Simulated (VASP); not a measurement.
OSZICAR of a VASP run on CuGaSe2 (chalcopyrite):

### OSZICAR
```
       N       E                     dE             d eps       ncg     rms          rms(c)
DAV:   1     0.723582503614E+03    0.72358E+03   -0.31100E+04  2623   0.231E+03
DAV:   2     0.101424612513E+03   -0.62216E+03   -0.60656E+03  2604   0.587E+02
DAV:   3    -0.282834237124E+02   -0.12971E+03   -0.12572E+03  3144   0.225E+02
DAV:   4    -0.383300371289E+02   -0.10047E+02   -0.99312E+01  3586   0.623E+01
DAV:   5    -0.386601612464E+02   -0.33012E+00   -0.32905E+00  3760   0.121E+01    0.141E+01
DAV:   6    -0.384183328036E+02    0.24183E+00   -0.38932E+01  3552   0.108E+02    0.961E+00
DAV:   7    -0.364160253896E+02    0.20023E+01   -0.98053E+00  3440   0.778E+01    0.412E+00
DAV:   8    -0.366329534706E+02   -0.21693E+00   -0.38576E+00  3992   0.232E+01    0.322E+00
DAV:   9    -0.364880619609E+02    0.14489E+00   -0.10437E+00  3676   0.200E+01    0.417E-01
DAV:  10    -0.364926440955E+02   -0.45821E-02   -0.66767E-02  4125   0.361E+00    0.196E-01
DAV:  11    -0.364928326220E+02   -0.18853E-03   -0.10420E-02  3818   0.165E+00    0.113E-01
DAV:  12    -0.364926234185E+02    0.20920E-03   -0.14591E-03  3696   0.896E-01    0.173E-02
DAV:  13    -0.364926318909E+02   -0.84724E-05   -0.13953E-04  3992   0.120E-01    0.141E-02
DAV:  14    -0.364926322783E+02   -0.38747E-06   -0.38344E-05  3456   0.106E-01    0.963E-03
DAV:  15    -0.364926299843E+02    0.22941E-05   -0.11982E-05  2784   0.831E-02    0.255E-03
DAV:  16    -0.364926301610E+02   -0.17678E-06   -0.29570E-06  2048   0.142E-02
   1 F= -.27072994E+02 E0= -.27072994E+02  d E =-.270730E+02
```

Task: Which electronic solver shows in the log?

Result: It is blocked Davidson (ALGO = Normal, or the opening steps of other solvers). The INCAR had ALGO = Normal.

Task: Can the final energy be trusted as converged?

Result: Self-consistency was reached. It stopped with EDIFF = 1E-6, NELM = 100, NSW = 40 and EDIFFG = -0.02 after 1 ionic step (LDA (Ceperley-Alder, Perdew-Zunger), plane waves, VASP's LDA PAW potentials (set 64)).

The compound is CuGaSe2 in the chalcopyrite structure. It was relaxed first under an external pressure of 10 GPa.
